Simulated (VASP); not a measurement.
# VPO5: structure and properties in VASP, part 9 of 9

What structure and properties does PBEsol + D3(BJ) + U give VPO5, and how near are they to the measured ones? The start is a computed cell from the Materials Project.

VASP 6.6.1; PBEsol with D3(BJ), DFT+U (V d 4 eV), spin-polarised from a ferromagnetic start; plane waves and PAW (V_sv, P, O).

So far, gap on the k-mesh (eV): step 2 (full relaxation (PBEsol + D3(BJ) + U)) 2.11; step 3 (second relaxation) 2.11; step 6 (density of states (PBEsol + D3(BJ) + U)) 2.12; step 7 (independent-particle dielectric function (PBEsol + D3(BJ) + U)) 2.12.

## (8) Electric field gradients (PBEsol + D3(BJ) + U) (continued)

OUTCAR, selected parts (step 8):

```text
   NELECT =      96.0000    total number of electrons

atom =   1  type =  1  l = 2

 onsite density matrix

spin component  1

spin component  2

 occupancies and eigenvectors

  o =  0.1579  v =  0.8049 -0.5158  0.2291 -0.1577 -0.0933  0.0000  0.0000  0.0000  0.0000  0.0000      0.0000  0.0000  0.0000  0.0000  0.0000  0.0000  0.0000  0.0000  0.0000  0.0000
  o =  0.1579  v =  0.0000  0.0000  0.0000  0.0000  0.0000  0.8049 -0.5158  0.2291 -0.1577 -0.0933      0.0000  0.0000  0.0000  0.0000  0.0000  0.0000  0.0000  0.0000  0.0000  0.0000
  o =  0.2661  v = -0.4511 -0.6554  0.3735  0.1091  0.4643  0.0000  0.0000  0.0000  0.0000  0.0000      0.0000  0.0000  0.0000  0.0000  0.0000  0.0000  0.0000  0.0000  0.0000  0.0000
  o =  0.2661  v =  0.0000  0.0000  0.0000  0.0000  0.0000 -0.4511 -0.6554  0.3735  0.1091  0.4643      0.0000  0.0000  0.0000  0.0000  0.0000  0.0000  0.0000  0.0000  0.0000  0.0000
  o =  0.2758  v =  0.2357 -0.1647 -0.7193  0.4141  0.4779  0.0000  0.0000  0.0000  0.0000  0.0000      0.0000  0.0000  0.0000  0.0000  0.0000  0.0000  0.0000  0.0000  0.0000  0.0000
  o =  0.2758  v =  0.0000  0.0000  0.0000  0.0000  0.0000  0.2357 -0.1647 -0.7193  0.4141  0.4779      0.0000  0.0000  0.0000  0.0000  0.0000  0.0000  0.0000  0.0000  0.0000  0.0000
  o =  0.3279  v = -0.1790 -0.3762 -0.1400  0.5387 -0.7188  0.0000  0.0000  0.0000  0.0000  0.0000      0.0000  0.0000  0.0000  0.0000  0.0000  0.0000  0.0000  0.0000  0.0000  0.0000
  o =  0.3279  v =  0.0000  0.0000  0.0000  0.0000  0.0000 -0.1790 -0.3762 -0.1400  0.5387 -0.7188      0.0000  0.0000  0.0000  0.0000  0.0000  0.0000  0.0000  0.0000  0.0000  0.0000
  o =  0.4561  v =  0.2470  0.3685  0.5206  0.7082  0.1750  0.0000  0.0000  0.0000  0.0000  0.0000      0.0000  0.0000  0.0000  0.0000  0.0000  0.0000  0.0000  0.0000  0.0000  0.0000
  o =  0.4561  v =  0.0000  0.0000  0.0000  0.0000  0.0000  0.2470  0.3685  0.5206  0.7082  0.1750      0.0000  0.0000  0.0000  0.0000  0.0000  0.0000  0.0000  0.0000  0.0000  0.0000

atom =   2  type =  1  l = 2

 onsite density matrix

spin component  1

spin component  2

 occupancies and eigenvectors

  o =  0.1579  v =  0.8049 -0.5158 -0.2291  0.1577  0.0933  0.0000  0.0000  0.0000  0.0000  0.0000      0.0000  0.0000  0.0000  0.0000  0.0000  0.0000  0.0000  0.0000  0.0000  0.0000
  o =  0.1579  v =  0.0000  0.0000  0.0000  0.0000  0.0000  0.8049 -0.5158 -0.2291  0.1577  0.0933      0.0000  0.0000  0.0000  0.0000  0.0000  0.0000  0.0000  0.0000  0.0000  0.0000
  o =  0.2661  v = -0.4511 -0.6554 -0.3735 -0.1091 -0.4643  0.0000  0.0000  0.0000  0.0000  0.0000      0.0000  0.0000  0.0000  0.0000  0.0000  0.0000  0.0000  0.0000  0.0000  0.0000
  o =  0.2661  v =  0.0000  0.0000  0.0000  0.0000  0.0000 -0.4511 -0.6554 -0.3735 -0.1091 -0.4643      0.0000  0.0000  0.0000  0.0000  0.0000  0.0000  0.0000  0.0000  0.0000  0.0000
  o =  0.2758  v = -0.2357  0.1647 -0.7193  0.4141  0.4779  0.0000  0.0000  0.0000  0.0000  0.0000      0.0000  0.0000  0.0000  0.0000  0.0000  0.0000  0.0000  0.0000  0.0000  0.0000
  o =  0.2758  v =  0.0000  0.0000  0.0000  0.0000  0.0000 -0.2357  0.1647 -0.7193  0.4141  0.4779      0.0000  0.0000  0.0000  0.0000  0.0000  0.0000  0.0000  0.0000  0.0000  0.0000
  o =  0.3279  v =  0.1790  0.3762 -0.1400  0.5387 -0.7188  0.0000  0.0000  0.0000  0.0000  0.0000      0.0000  0.0000  0.0000  0.0000  0.0000  0.0000  0.0000  0.0000  0.0000  0.0000
  o =  0.3279  v =  0.0000  0.0000  0.0000  0.0000  0.0000  0.1790  0.3762 -0.1400  0.5387 -0.7188      0.0000  0.0000  0.0000  0.0000  0.0000  0.0000  0.0000  0.0000  0.0000  0.0000
  o =  0.4561  v = -0.2470 -0.3685  0.5206  0.7082  0.1750  0.0000  0.0000  0.0000  0.0000  0.0000      0.0000  0.0000  0.0000  0.0000  0.0000  0.0000  0.0000  0.0000  0.0000  0.0000
  o =  0.4561  v =  0.0000  0.0000  0.0000  0.0000  0.0000 -0.2470 -0.3685  0.5206  0.7082  0.1750      0.0000  0.0000  0.0000  0.0000  0.0000  0.0000  0.0000  0.0000  0.0000  0.0000

 E-fermi :   2.4113

 spin component 1
 k-point     1 :       0.0000    0.0000    0.0000
  band No.  band energies     occupation
    ...
     44       1.2809      1.00000
     45       1.3773      1.00000
     46       1.4769      1.00000
     47       1.5911      1.00000
     48       1.9054      1.00000
     49       4.1142      0.00000
     50       4.4217      0.00000
     51       4.7749      0.00000
     52       4.9410      0.00000
     53       5.0507      0.00000
    ...

 k-point     2 :       0.1667    0.0000   -0.0000
  band No.  band energies     occupation
    ...
     44       1.0896      1.00000
     45       1.3881      1.00000
     46       1.5045      1.00000
     47       1.6134      1.00000
     48       1.8561      1.00000
     49       4.1909      0.00000
     50       4.4880      0.00000
     51       4.8053      0.00000
     52       5.0097      0.00000
     53       5.0461      0.00000
    ...

 Edisp (eV)   -1.82692

  Total       0.01257     0.00686    -0.00934     0.00000     0.00000     0.00476
  in kB       0.12750     0.06958    -0.09479     0.00000     0.00000     0.04831
  external pressure =        0.03 kB  Pullay stress =        0.00 kB

 POSITION                                       TOTAL-FORCE (eV/Angst)
 -----------------------------------------------------------------------------------
      3.62918      1.62320      2.92937         0.001100      0.009197      0.000477
      1.95944     -1.62320      6.10854         0.001100     -0.009197      0.000477
      1.12962      2.53669      4.76039        -0.000500     -0.003136      0.000815
      2.79935     -2.53669      1.58122        -0.000500      0.003136      0.000815
     -1.89270     -0.01080      5.90613         0.001229      0.003554      0.002520
      4.13274     -0.06651      3.59651         0.004239     -0.007502     -0.002935
      5.80247      0.06651      0.41734         0.004239      0.007502     -0.002935
     -0.22296      0.01080      2.72696         0.001229     -0.003554      0.002520
      1.73779     -1.62955      2.21176        -0.001653      0.000136      0.000484
      3.89215     -1.62380      1.02308        -0.001294     -0.000423     -0.002444
      2.22241      1.62380      4.20225        -0.001294      0.000423     -0.002444
      0.06805      1.62955      5.39093        -0.001653     -0.000136      0.000484
      2.82253      1.15447      1.61186        -0.003121     -0.004127      0.001084
      1.15280     -1.15447      4.79103        -0.003121      0.004127      0.001084
 -----------------------------------------------------------------------------------
    total drift:                               -0.001637     -0.000000     -0.002298

  FREE ENERGIE OF THE ION-ELECTRON SYSTEM (eV)
  ---------------------------------------------------
  free  energy   TOTEN  =      -108.4996635964 eV

  energy  without entropy=     -108.4996635964  energy(sigma->0) =     -108.49966360

 Electric field gradients after diagonalization (V/A^2)
 (convention: |V_zz| > |V_xx| > |V_yy|)
----------------------------------------------------------------------
 ion       V_xx      V_yy      V_zz     asymmetry (V_yy - V_xx)/ V_zz
----------------------------------------------------------------------
   1      22.460    11.774   -34.233       0.312
   2      22.460    11.774   -34.233       0.312
   3     -12.539    -0.055    12.594       0.991
   4     -12.539    -0.055    12.594       0.991
   5     -50.114   -41.221    91.336       0.097
   6     -51.395   -41.888    93.283       0.102
   7     -51.395   -41.888    93.283       0.102
   8     -50.114   -41.221    91.336       0.097
   9     -62.159   -33.630    95.789       0.298
  10     -60.118   -37.286    97.405       0.234
  11     -60.118   -37.286    97.405       0.234
  12     -62.159   -33.630    95.789       0.298
  13      -7.305    -0.094     7.399       0.975
  14      -7.305    -0.094     7.399       0.975
----------------------------------------------------------------------

 magnetization (x)
# of ion       s       p       d       tot
------------------------------------------
    1       -0.000  -0.000  -0.000  -0.000
    2       -0.000  -0.000  -0.000  -0.000
    3       -0.000  -0.000   0.000  -0.000
    4       -0.000  -0.000   0.000  -0.000
    5       -0.000   0.000   0.000   0.000
    6       -0.000  -0.000   0.000  -0.000
    7       -0.000  -0.000   0.000  -0.000
    8       -0.000   0.000   0.000   0.000
    9       -0.000  -0.000   0.000  -0.000
   10       -0.000  -0.000   0.000  -0.000
   11       -0.000  -0.000   0.000  -0.000
   12       -0.000  -0.000   0.000  -0.000
   13       -0.000   0.000   0.000   0.000
   14       -0.000   0.000   0.000   0.000
--------------------------------------------------
tot         -0.000   0.000  -0.000  -0.000

[... 12 parts as in an earlier step ...]

[... 11 further parts left out ...]
```

Numbers from this step:

| Property | Result |
| --- | --- |
| SCF cycles | 20 |
| bands | 72 |
| irreducible k-points | 47 |
| Fermi energy | 2.411 eV |
| pressure | 0.003410 GPa |
| valence top at k | 0.5, 0, 0.5 |
| gap on the k-mesh | 2.113 eV |
| least direct gap on the k-mesh | 2.209 eV |

Electric field gradients, by row:

```tsv
atom	Vxx (V/Å²)	Vyy (V/Å²)	Vzz (V/Å²)	asymmetry
V1	22.46	11.77	-34.23	0.312
V2	22.46	11.77	-34.23	0.312
P3	-12.54	-0.055	12.59	0.991
P4	-12.54	-0.055	12.59	0.991
O5	-50.11	-41.22	91.34	0.097
O6	-51.4	-41.89	93.28	0.102
O7	-51.4	-41.89	93.28	0.102
O8	-50.11	-41.22	91.34	0.097
O9	-62.16	-33.63	95.79	0.298
O10	-60.12	-37.29	97.41	0.234
O11	-60.12	-37.29	97.41	0.234
O12	-62.16	-33.63	95.79	0.298
O13	-7.305	-0.094	7.399	0.975
O14	-7.305	-0.094	7.399	0.975
```

The largest gradient, 97.41 V/Å², sits on O10 and like sites; times the quadrupole moment of a nucleus that has one, it gives the coupling that NMR and NQR see.

## (9) Self-consistent run (PBEsol + D3(BJ) + U), changed input

A single point gives energy, forces and stress at these settings. Some settings are moved from the usual, to see what they do.

INCAR

```
SYSTEM = VPO5
PREC = Accurate
ENCUT = 520
EDIFF = 1E-06
NELM = 100
ISMEAR = 0
SIGMA = 0.05
LREAL = .FALSE.
ALGO = Normal
GGA = PS
IVDW = 12
NBANDS = 72
ISPIN = 2
MAGMOM = 2 2 0 0 0 0 0 0 0 0 0 0 0 0
LDAU = .TRUE.
LDAUTYPE = 2
LDAUL = 2 -1 -1
LDAUU = 4 0 0
LDAUJ = 0 0 0
LDAUPRINT = 1
LASPH = .TRUE.
LMAXMIX = 4
LORBIT = 11
LWAVE = .FALSE.
LCHARG = .FALSE.
KPAR = 8
ISIF = 2
ISYM = 1
MAXMIX = 40
```

POSCAR

```
VPO5
1.0
    3.6170787136     -3.4514216147     -0.0354071261
    3.6170787136      3.4514216147     -0.0354071261
   -3.3394706028      0.0000000000      6.3583339124
V P O
2 2 10
Direct
    0.4828922169      0.9531911590      0.4687110892
    0.9531911590      0.4828922169      0.9687110892
    0.1368702453      0.8718410873      0.7543018399
    0.8718410873      0.1368702453      0.2543018399
    0.1695887649      0.1664609187      0.9307509595
    0.8463306640      0.8270600026      0.5749556278
    0.8270600026      0.8463306640      0.0749556278
    0.1664609187      0.1695887649      0.4307509595
    0.6389388383      0.1667990418      0.3523395969
    0.8507019923      0.3802284933      0.1677590230
    0.3802284933      0.8507019923      0.6677590230
    0.1667990418      0.6389388383      0.8523395969
    0.3425669985      0.6770575770      0.2591818636
    0.6770575770      0.3425669985      0.7591818636
```

KPOINTS

```
Automatic mesh
0
Gamma
6 6 4
0 0 0
```

Potentials, in the order of the species: V_sv, P and O (PBE family, release 64).

The run is started by

```console
$ mpirun -np 8 vasp_std
```

What it wrote:

```text
[... set-up lines as in an earlier step ...]
 entering main loop
       N       E                     dE             d eps       ncg     rms          rms(c)
[... 5 cycles as in an earlier step ...]
DAV:   6    -0.116156648110E+03    0.19745E+02   -0.86136E+01 16376   0.715E+01    0.422E+01
[... 6 cycles as in an earlier step ...]
DAV:  13    -0.106672353282E+03    0.98061E-03   -0.49230E-03 15552   0.406E-01    0.236E-01
[... 2 cycles as in an earlier step ...]
DAV:  16    -0.106672744509E+03    0.19465E-05   -0.94882E-05 15976   0.543E-02    0.315E-02
DAV:  17    -0.106672748003E+03   -0.34939E-05   -0.25316E-05 15760   0.215E-02    0.130E-02
DAV:  18    -0.106672748792E+03   -0.78955E-06   -0.20342E-06 13752   0.982E-03
   1 F= -.10849966E+03 E0= -.10849966E+03  d E =-.242506E-32  mag=     0.0000
```

It took 3.1 min on 8 MPI ranks of AMD EPYC 9R14 (Zen 4), shared host; peak memory 6.6 GiB; 20 min of CPU time.

Parts of OUTCAR (step 9):

```text
   NELECT =      96.0000    total number of electrons

atom =   1  type =  1  l = 2

 onsite density matrix

spin component  1

spin component  2

 occupancies and eigenvectors

atom =   2  type =  1  l = 2

 onsite density matrix

spin component  1

spin component  2

 occupancies and eigenvectors

 E-fermi :   2.4117

 Edisp (eV)   -1.82692

[... 34 parts as in an earlier step ...]

[... 1 further part left out ...]
```

MAXMIX acts on the way to self-consistency or on speed; a fully converged result doesn't depend on them, though slow mixing can meet EDIFF with the stress still off.

Numbers from this step:

```
SCF cycles                     : 18
Fermi energy                   : 2.412 eV
pressure                       : -0.007427 GPa
gap on the k-mesh              : 2.112 eV
least direct gap on the k-mesh : 2.208 eV
```

Against the sound run “Density, ELF and potential (PBEsol + D3(BJ) + U)”, the energy at zero smearing moves by +0.0 meV an atom, the pressure by +0.00 GPa and the gap by +0.00 eV.

## (10) Results

| Item | Value |
| --- | --- |
| relaxed volume | 11.28 Å³/atom |
| relaxed conventional cell a, b, c | 7.235, 6.903, 7.182 Å; angles 90.0, 118.3, 90.0° |
| space group after relaxing, within 0.02 Å | Cc (No. 9) |
| moment of the cell (9×9×6 mesh) | 0 μB |
| band gap | 2.11 eV, indirect (least direct gap of that run 2.21 eV) |
| gap among the points of the DOS mesh alone, an upper bound | 2.12 eV |
| strongest peak of ε2, mean over directions | 3.85 eV |
| ε1 at zero frequency, no local fields, mean | 5.57 |
| largest field gradient Vzz | 97.41 V/Å² on O10 |

In words: With PBEsol + D3(BJ) + U, VPO5 relaxes to 11.28 Å³/atom in space group Cc, has an indirect gap of 2.11 eV and loses the moments it was started with. Bands along the symmetry lines (PBEsol + D3(BJ) + U): On this path the gap is indirect, 2.11 eV, with the valence top at N and the conduction bottom at Γ. The least direct gap is 2.21 eV. Semilocal functionals usually underestimate gaps. Only the typed magnetic starts were tried, so the magnetic ground state may differ and with it the other results. No search among competing phases was made, and a listed structure need not be the one stable at ambient conditions. All values are for a static lattice at zero temperature.

Calculation against experiment:

| quantity | measured | PBEsol with D3(BJ), DFT+U |
| --- | --- | --- |
| lattice constant a (Å) | 7.266 | 7.235 (-0.4 %) |
| lattice constant b (Å) | 6.891 | 6.903 (+0.2 %) |
| lattice constant c (Å) | 7.263 | 7.182 (-1.1 %) |

Measured values from pmc:11234458 (2024).

**Verdict.** The lattice constant a is off by -0.4 %: good agreement. The lattice constant b is off by +0.2 %: good agreement. The lattice constant c is off by -1.1 %: fair agreement. The grades are ours: good and fair within 0.7 and 1.5 % for the lattice constant a, 0.7 and 1.5 % for the lattice constant b and 0.8 and 2 % for the lattice constant c. Zero-point motion and thermal expansion are not in the computed lattice constants.

[Lines on the potential files, build, host, timing and source positions are cut from VASP's logs without a mark.]

[Logs are printed without paths, hosts, clocks, repeated set-up lines and the standing remarks that a program may print on its own settings, such as how far it seeks lower states.]

[Hosts, paths, dates, database ids (printed as entryN), source tags and the programs' standing remarks are cut or masked in the printed files.]

[A measured line is paired with the nearest computed mode of its activity, which favours agreement.]
